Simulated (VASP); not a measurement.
# HPtBr3 (Pm-3m) in VASP: notebook

The runs below take HPtBr3 through single point, relaxation of cell and atoms, with PBE.

Program: VASP 6.6.1. These are calculated values, not measurements. Logs are shortened: lines on timing, memory, paths and dates and some standing lists are left out, and cuts for length are marked.

## (1) The cell of the first run

It takes space group Pm-3m (No. 221, cubic). Conventional cell: a = 4.599 Å, b = 4.599 Å, c = 4.599 Å, α = 90.00°, β = 90.00°, γ = 90.00°. Around H (site symmetry m-3m) lie 6 Br at 2.30 Å. Pt (site symmetry m-3m) is surrounded by 12 Br at 3.25 Å. Around Br (site symmetry 4/mmm) lie 2 H at 2.30 Å.

The cell was built by a generator and needn't be a form met in nature.

## (2) Single point, PBE (species swapped into the EuHfO3 type (Pm-3m, No. 221))

The input, INCAR:

```
SYSTEM = HPtBr3
ALGO = Normal
EDIFF = 1E-6
ENCUT = 520
GGA = PE
ISIF = 2
ISMEAR = 0
LASPH = .TRUE.
LCHARG = .TRUE.
LELF = .TRUE.
LREAL = .FALSE.
LVHAR = .TRUE.
LWAVE = .FALSE.
NBANDS = 24
NELM = 60
PREC = Accurate
SIGMA = 0.1
```

The input, KPOINTS:

```
k-points
0
G
  4 4 4
  0 0 0
```

The input, POSCAR:

```
HPtBr3
1.0
    4.5992933587      0.0000000000      0.0000000000
    0.0000000000      4.5992933587      0.0000000000
    0.0000000000      0.0000000000      4.5992933587
H Pt Br
1 1 3
Direct
    0.0000000000      0.0000000000      0.0000000000
    0.5000000000      0.5000000000      0.5000000000
    0.5000000000      0.0000000000      0.0000000000
    0.0000000000      0.5000000000      0.0000000000
    0.0000000000      0.0000000000      0.5000000000
```

Potentials or basis: VASP PAW PBE potentials, release 64 (H, Pt, Br).

Started as:

```sh
$ cat potpaw_PBE.64/H/POTCAR potpaw_PBE.64/Pt/POTCAR potpaw_PBE.64/Br/POTCAR > POTCAR
$ mpirun -np 1 vasp_std > vasp.out
```

OUTCAR:

```text
SYSTEM = HPtBr3
   EDIFF = 1E-6
   ENCUT = 520
   GGA = PE
   ISIF = 2
   ISMEAR = 0
   LASPH = .TRUE.
   LREAL = .FALSE.
   NELM = 60
   PREC = Accurate

 ion  position               nearest neighbor table
   1  0.000  0.000  0.000-
   2  0.500  0.500  0.500-
   3  0.500  0.000  0.000-
   4  0.000  0.500  0.000-
   5  0.000  0.000  0.500-

  LATTYP: Found a simple cubic cell.
 ALAT       =     4.5992933587

  Lattice vectors:

 A1 = (   4.5992933587,   0.0000000000,   0.0000000000)
 A2 = (   0.0000000000,   4.5992933587,   0.0000000000)
 A3 = (   0.0000000000,   0.0000000000,   4.5992933587)

Analysis of symmetry for initial positions (statically):
=====================================================================
 Subroutine PRICEL returns:
 Original cell was already a primitive cell.

 Routine SETGRP: Setting up the symmetry group for a
 simple cubic supercell.

 Subroutine GETGRP returns: Found 48 space group operations
 (whereof 48 operations were pure point group operations)
 out of a pool of 48 trial point group operations.

The static configuration has the point symmetry O_h .

Analysis of symmetry for dynamics (positions and initial velocities):
=====================================================================
 Subroutine PRICEL returns:
 Original cell was already a primitive cell.

 Routine SETGRP: Setting up the symmetry group for a
 simple cubic supercell.

 Subroutine GETGRP returns: Found 48 space group operations
 (whereof 48 operations were pure point group operations)
 out of a pool of 48 trial point group operations.

The dynamic configuration has the point symmetry O_h .

 Subroutine INISYM returns: Found 48 space group operations
 (whereof 48 operations are pure point group operations),
 and found     1 'primitive' translations

----------------------------------------------------------------------------------------

                                     Primitive cell

  volume of cell :      97.2911

  direct lattice vectors                    reciprocal lattice vectors
     4.599293359  0.000000000  0.000000000     0.217424705  0.000000000  0.000000000
     0.000000000  4.599293359  0.000000000     0.000000000  0.217424705  0.000000000
     0.000000000  0.000000000  4.599293359     0.000000000  0.000000000  0.217424705

  length of vectors
     4.599293359  4.599293359  4.599293359     0.217424705  0.217424705  0.217424705

  position of ions in fractional coordinates (direct lattice)
     0.000000000  0.000000000  0.000000000
     0.500000000  0.500000000  0.500000000
     0.500000000  0.000000000  0.000000000
     0.000000000  0.500000000  0.000000000
     0.000000000  0.000000000  0.500000000

  ion indices of the primitive-cell ions
   primitive index   ion index
                 1           1
                 2           2
                 3           3
                 4           4
                 5           5

----------------------------------------------------------------------------------------

 KPOINTS: k-points

Automatic generation of k-mesh.
 Grid dimensions read from file:
 generate k-points for:    4    4    4

 Generating k-lattice:

  Cartesian coordinates                     Fractional coordinates (reciprocal lattice)
     0.054356176  0.000000000  0.000000000     0.250000000  0.000000000  0.000000000
     0.000000000  0.054356176  0.000000000     0.000000000  0.250000000  0.000000000
     0.000000000  0.000000000  0.054356176     0.000000000  0.000000000  0.250000000

  Length of vectors
     0.054356176  0.054356176  0.054356176

  Shift w.r.t. Gamma in fractional coordinates (k-lattice)
     0.000000000  0.000000000  0.000000000

 Subroutine IBZKPT returns following result:
 ===========================================

 Found     10 irreducible k-points:

 Following reciprocal coordinates:
            Coordinates               Weight
  0.000000  0.000000  0.000000      1.000000
  0.250000  0.000000  0.000000      6.000000
  0.500000  0.000000  0.000000      3.000000
  0.250000  0.250000  0.000000     12.000000
  0.500000  0.250000  0.000000     12.000000
  0.500000  0.500000  0.000000      3.000000
  0.250000  0.250000  0.250000      8.000000
  0.500000  0.250000  0.250000     12.000000
  0.500000  0.500000  0.250000      6.000000
  0.500000  0.500000  0.500000      1.000000
   k-points           NKPTS =     10   k-points in BZ     NKDIM =     10   number of bands    NBANDS=     24
   number of dos      NEDOS =    301   number of ions     NIONS =      5
   total plane-waves  NPLWV =  46656
   dimension x,y,z NGX =    36 NGY =   36 NGZ =   36
   dimension x,y,z NGXF=    72 NGYF=   72 NGZF=   72
   ions per type =               1   1   3
   NGX,Y,Z   is equivalent  to a cutoff of  13.01, 13.01, 13.01 a.u.
   NGXF,Y,Z  is equivalent  to a cutoff of  26.03, 26.03, 26.03 a.u.
 SYSTEM =  HPtBr3
   PREC   = accura    normal or accurate (medium, high low for compatibility)
   ISTART =      0    job   : 0-new  1-cont  2-samecut
   ICHARG =      2    charge: 1-file 2-atom 10-const
   ISPIN  =      1    spin polarized calculation?
   LNONCOLLINEAR =      F non collinear calculations
   LSORBIT =      F    spin-orbit coupling
   LASPH  =      T    aspherical Exc in radial PAW
   ENCUT  =  520.0 eV  38.22 Ry    6.18 a.u.   8.55  8.55  8.55*2*pi/ulx,y,z
   NELM   =     60;   NELMIN=  2; NELMDL= -5     # of ELM steps
   EDIFF  = 0.1E-05   stopping-criterion for ELM
   LREAL  =      F    real-space projection
   EDIFFG = 0.1E-04   stopping-criterion for IOM
   NSW    =      0    number of steps for IOM
   IBRION =     -1    ionic relax: 0-MD 1-quasi-New 2-CG
   NFREE  =      0    steps in history (QN), initial steepest desc. (CG)
   ISIF   =      2    stress and relaxation
   ISYM   =      2    0-nonsym 1-usesym 2-fastsym
   POTIM  = 0.5000    time-step for ionic-motion
   TEBEG  =    0.0;   TEEND  =   0.0 temperature during run
   PSTRESS=    0.0 pullay stress
   NELECT =      32.0000    total number of electrons
   NUPDOWN=      -1.0000    fix difference up-down
   EMIN   =  10.00;   EMAX   =-10.00  energy-range for DOS
   EFERMI =   0.00;   METHOD = LEGACY
   ISMEAR =     0;   SIGMA  =   0.10  broadening in eV -4-tet -1-fermi 0-gaus
   EFERMI_NEDOS =   21; number of points for ismear=-14 and -15
   IALGO  =     38    algorithm
   IMIX   =      4    mixing-type and parameters
     AMIX     =   0.40;   BMIX     =  1.00
     AMIX_MAG =   1.60;   BMIX_MAG =  1.00
  volume/ion in A,a.u.               =      19.46       131.31
  Fermi-wavevector in a.u.,A,eV,Ry     =   1.130057  2.135498 17.375034  1.277029
  Thomas-Fermi vector in A             =   2.266752
   LORBIT       =      0    0 simple, 1 ext, 2 COOP (PROOUT), +10 PAW based schemes
   GGA     = PE    functional components
   LHFCALC =     F    Hartree Fock is set to
   AEXX    =    0.0000 exact exchange contribution
   IVDW    =     0    specifies the selected vdW correction
   LEPSILON=     F    determine dielectric tensor
   LRPA    =     F    only Hartree local field effects (RPA)
 non-spin polarized calculation
 Gauss-broadening in eV      SIGMA  =   0.10
  energy-cutoff  :      520.00
  volume of cell :       97.29
 maximum number of plane-waves:      2657
 NGX is ok and might be reduce to    36
   NGX = 17   NGY = 17   NGZ = 17

 number of electron      32.0000003 magnetization

 Free energy of the ion-electron system (eV)
  ---------------------------------------------------
  ext. energy  EPLUGINS =         0.00000000
  ---------------------------------------------------
  free energy    TOTEN  =        -9.05941660 eV

  energy without entropy =       -9.01056217  energy(sigma->0) =       -9.03498938

 E-fermi :   3.4643     XC(G=0): -10.1406

 val. band max:        3.4570518517   @ k =   0.5000   0.2500   0.0000
 cond. band min:       3.5091174165   @ k =   0.5000   0.0000   0.0000
 fundamental gap:      0.0520655648
 Fermi energy:         3.4643221054

 k-point     1 :       0.0000    0.0000    0.0000
  band No.  band energies     occupation
      1     -12.3910      2.00000
      2     -10.3656      2.00000
      3     -10.3656      2.00000
      4      -1.0418      2.00000
      5      -1.0418      2.00000
      6      -1.0418      2.00000
[... 16 lines left out ...]
     23      11.8518      0.00000
     24      11.8518      0.00000

 k-point     2 :       0.2500    0.0000    0.0000
  band No.  band energies     occupation
      1     -12.1697      2.00000
      2     -10.6610      2.00000
      3     -10.3453      2.00000
      4      -1.2152      2.00000
      5      -0.8711      2.00000
      6      -0.8711      2.00000
[... 16 lines left out ...]
     23      11.8891      0.00000
     24      12.4301      0.00000

 k-point     3 :       0.5000    0.0000    0.0000
  band No.  band energies     occupation
      1     -11.7950      2.00000
      2     -11.1107      2.00000
      3     -10.3248      2.00000
      4      -0.7936      2.00000
      5      -0.6611      2.00000
      6      -0.6611      2.00000
[... 16 lines left out ...]
     23      11.9322      0.00000
     24      14.1731      0.00000
[... 136 lines left out ...]
 k-point     9 :       0.5000    0.5000    0.2500
  band No.  band energies     occupation
      1     -11.0648      2.00000
      2     -11.0070      2.00000
      3     -11.0070      2.00000
      4      -3.3373      2.00000
      5      -1.5210      2.00000
      6      -0.6560      2.00000
[... 16 lines left out ...]
     23      12.3521      0.00000
     24      12.3521      0.00000

 k-point    10 :       0.5000    0.5000    0.5000
  band No.  band energies     occupation
      1     -10.9855      2.00000
      2     -10.9855      2.00000
      3     -10.9855      2.00000
      4      -3.9665      2.00000
      5      -1.1134      2.00000
      6      -1.1134      2.00000
[... 16 lines left out ...]
     23      12.9286      0.00000
     24      12.9286      0.00000

------------------------ aborting loop because EDIFF is reached ----------------------------------------

  FORCE on cell =-STRESS in cart. coord.  units (eV):
  Direction    XX          YY          ZZ          XY          YZ          ZX
  --------------------------------------------------------------------------------------
  -------------------------------------------------------------------------------------
  Total       -0.2311365     -0.2311365     -0.2311365     -0.0000000      0.0000000     -0.0000000
  in kB       -3.8063243     -3.8063243     -3.8063243     -0.0000000      0.0000000     -0.0000000
  external PRESSURE =      -3.8063243 kB  Pullay stress =       0.0000000 kB

 VOLUME and BASIS-vectors are now :
 -----------------------------------------------------------------------------
  energy-cutoff  :      520.00
  volume of cell :       97.29
      direct lattice vectors                 reciprocal lattice vectors
     4.599293359  0.000000000  0.000000000     0.217424705  0.000000000  0.000000000
     0.000000000  4.599293359  0.000000000     0.000000000  0.217424705  0.000000000
     0.000000000  0.000000000  4.599293359     0.000000000  0.000000000  0.217424705

 POSITION                                       TOTAL-FORCE (eV/Angst)
 -----------------------------------------------------------------------------------
      0.00000      0.00000      0.00000         0.000000      0.000000      0.000000
      2.29965      2.29965      2.29965         0.000000      0.000000      0.000000
      2.29965      0.00000      0.00000         0.000000      0.000000      0.000000
      0.00000      2.29965      0.00000         0.000000      0.000000      0.000000
      0.00000      0.00000      2.29965         0.000000      0.000000      0.000000
 -----------------------------------------------------------------------------------
    total drift:                                0.000000      0.000000      0.000000

  FREE ENERGIE OF THE ION-ELECTRON SYSTEM (eV)
  ---------------------------------------------------
  free  energy   TOTEN  =        -9.0594165952 eV

  energy  without entropy=       -9.0105621693  energy(sigma->0) =       -9.03498938
```

Run time: 35 s. Hardware: 1 thread of Intel Xeon Platinum 8488C (Sapphire Rapids), shared host; peak memory 0.21 GiB.

What came out:

```
Free energy            : -9.0594 eV
Pressure               : -0.4 GPa
Band gap on the k mesh : none (metal or under the smearing width)
```

Spin-orbit coupling is left out, which matters for the levels of Pt.

## (3) Relaxation of cell and atoms, PBE (species swapped into the EuHfO3 type (Pm-3m, No. 221))

The input, INCAR:

```
  PREC = Accurate
  ENCUT = 600
  EDIFF = 1E-7
  ISMEAR = 0
  SIGMA = 0.1
  LREAL = False
  LASPH = True
  NELM = 100
  ALGO = Normal
  ISIF = 3
  LWAVE = False
  LCHARG = False
  GGA = PE
  IBRION = 2
  NSW = 90
  EDIFFG = -0.04
```

The input, KPOINTS:

```
regular mesh
0
Gamma
  4 4 4
```

Changes to POSCAR since step 2:

```diff
@@ -2,5 +2,5 @@
 1.0
-    4.5992933587      0.0000000000      0.0000000000
-    0.0000000000      4.5992933587      0.0000000000
-    0.0000000000      0.0000000000      4.5992933587
+    4.8311471800      0.0000000000      0.0000000000
+    0.0000000000      4.8311471800      0.0000000000
+    0.0000000000      0.0000000000      4.8311471800
 H Pt Br
```

Potentials or basis: VASP PAW PBE potentials, release 64 (H, Pt, Br).

Started as:

```sh
$ cat potpaw_PBE.64/H/POTCAR potpaw_PBE.64/Pt/POTCAR potpaw_PBE.64/Br/POTCAR > POTCAR
$ mpirun -np 1 vasp_std > vasp.out
```

Run time: 1.8 min. Hardware: 1 thread of Intel Xeon Platinum 8488C (Sapphire Rapids), shared host; peak memory 0.26 GiB.

It converged, with:

- Free energy: -9.0611 eV
- Relaxed volume: 19.39 Å³/atom
- Relaxed cell: a = 4.594 Å, b = 4.594 Å, c = 4.594 Å, α = 90.00°, β = 90.00°, γ = 90.00°
- Space group after relaxing (to 0.05 Å): Pm-3m (No. 221)
- Energy gained by relaxing: 54.4 meV/atom
- Ionic steps: 3
- Pressure after relaxing: -0.2 GPa
- Band gap on the k mesh: none (metal or under the smearing width)

Step by step:
```
step  energy change (eV)  largest force (eV/Å)  pressure (GPa)  volume (Å³)
   1              0.0000                0.0000           -4.44       112.76
   2             -0.2204                0.0000           -2.44       102.87
   3             -0.2718                0.0000           -0.18        96.95
```

Final structure:
```cif
data_structure
_symmetry_space_group_name_H-M 'P 1'
_symmetry_Int_Tables_number 1
_cell_length_a 4.5940
_cell_length_b 4.5940
_cell_length_c 4.5940
_cell_angle_alpha 90.000
_cell_angle_beta 90.000
_cell_angle_gamma 90.000
_cell_volume 96.95
loop_
_atom_site_label
_atom_site_type_symbol
_atom_site_fract_x
_atom_site_fract_y
_atom_site_fract_z
_atom_site_occupancy
H1 H 0.00000 0.00000 0.00000 1
Pt1 Pt 0.50000 0.50000 0.50000 1
Br1 Br 0.50000 0.00000 0.00000 1
Br2 Br 0.00000 0.50000 0.00000 1
Br3 Br 0.00000 0.00000 0.50000 1
```

Levels at points of the mesh, in eV from the Fermi level:
```tsv
k point	band 12	band 13	band 14	band 15	band 16	band 17	band 18	band 19	band 20
(0.00, 0.00, 0.00)	-1.40	-1.33	-1.33	-1.33	-0.34	-0.34	-0.34	0.14	8.04
(0.50, 0.00, 0.00)	-1.37	-1.30	-1.13	0.05	0.23	0.23	1.82	2.61	4.84
(0.50, 0.50, 0.00)	-1.18	-1.09	-0.18	-0.01	-0.01	0.45	2.26	3.21	5.40
(0.50, 0.50, 0.50)	-1.07	-0.61	-0.13	-0.13	-0.03	-0.03	-0.03	3.95	8.37
```

Spin-orbit coupling is left out, which matters for the levels of Pt.
